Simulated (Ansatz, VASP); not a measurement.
One calculation of LiBe3, two programs

```
Li Be
1.0
     4.66864    0.00000    0.00000
    -2.33432    4.04316    0.00000
     0.00000    0.00000    3.74730
Li Be
2 6
Direct
  0.33333 0.66667 0.25000
  0.66667 0.33333 0.75000
  0.83300 0.66600 0.25000
  0.16700 0.83300 0.75000
  0.33400 0.16700 0.25000
  0.16700 0.33400 0.75000
  0.83300 0.16700 0.25000
  0.66600 0.83300 0.75000
```

Alike in both runs: task relaxation of cell and atoms; functional PBE; k mesh 6 × 6 × 4; occupations gaussian, width 0.1 eV; no spin polarisation.

```csv
,VASP,Ansatz
version,VASP 6.6.1,Ansatz 0.2.0
potentials or method,"VASP PAW PBE potentials, release 64 (Li_sv, Be)","scalar-relativistic, plane waves, PAW"
plane-wave cutoff (eV),600,420
valence electrons in the cell,18,18
```

|  | VASP | Ansatz | Ansatz less VASP |
| --- | --- | --- | --- |
| gap on the k mesh at the Fermi level, each at its own relaxed structure (eV) | none | none | - |
| relaxed volume (Å³/atom) | 9.27 | 9.23 | -0.041 |
| relaxed cell length with the largest relative difference (Å) | 4.784 | 4.772 | -0.0114 |
| energy change over the relaxation (meV/atom) | -16 | -16 | +0.2 |

A gap of «none» marks a metal or a gap that the smearing closes.

Caveats: the k mesh is coarse (spacing up to 0.42 Å⁻¹), so the values aren't converged; the cutoff is under 1.25 times the usual one of these potentials, so pressure, stress and relaxed cells hold a basis-set (Pulay) error (VASP).
